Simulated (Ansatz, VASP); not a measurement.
**Two plane-wave programs on GeP4**

```
Ge P
1.0
     3.81960   -3.43997    0.00000
     3.81960    3.43997    0.00000
     0.00000    0.00000    3.38840
Ge P
1 4
Cartesian
  0.0000 0.0000 0.0000
  3.8196 -1.5298 1.6942
  3.8196 1.5298 1.6942
  2.6810 0.0000 0.0000
  4.9583 0.0000 0.0000
```

Change from the starting cell: species swapped into the OsCl4 type (Cmmm, No. 65).

Alike in both runs: functional PBE; k mesh 4 × 4 × 6; occupations gaussian, width 0.1 eV; no spin polarisation.

Ansatz relaxed the structure, and its values are those at the end. VASP's run is a single point on that final structure, the one shown.

|  | VASP | Ansatz |
| --- | --- | --- |
| version | VASP 6.6.1 | Ansatz 0.2.0 |
| potentials or method | VASP PAW PBE potentials, release 64 (Ge_d, P) | scalar-relativistic, plane waves, PAW |
| plane-wave cutoff (eV) | 520 | 420 |
| valence electrons in the cell | 34 | 34 |

Ansatz gave:

| Item | Value |
| --- | --- |
| gap on the k mesh at the Fermi level (eV) | none |
| pressure (GPa) | 0.1 |
| rms of the force components (eV/Å) | 0.012 |

Task: Estimate VASP's values.

Result: gap on the k mesh at the Fermi level (eV): none; pressure (GPa): -0.1; rms of the force components (eV/Å): 0.019.

A gap of «none» marks a metal or a gap that the smearing closes.
